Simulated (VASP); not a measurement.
A 71-atom supercell of ZnO (wurtzite) holds Li on the Zn site with a neighbouring O vacancy in charge state +0. It is relaxed twice, with the total moment held at 1 and at 3 μB. The numbers are results of PBE GGA, VASP's PBE PAW potentials (set 64) (plane waves; VASP), not measurements. Numerical set-up: PREC = Normal, LREAL = Auto, ISYM = 0, EDIFF = 1E-5, 400 eV cut-off, 1×1×1 Γ-centred mesh, Gaussian smearing of 0.050 eV, potentials Zn O Li.

The supercell is sampled at Γ alone, which is coarse: total energies, pressure and levels can be off, energies of defects by several tenths of an eV.

Q: Which spin state lies lower, and by how much?

A: The state with 1 μB lies lower, by 1.99 eV.

The cell is a supercell with a defect, built from ZnO (wurtzite).
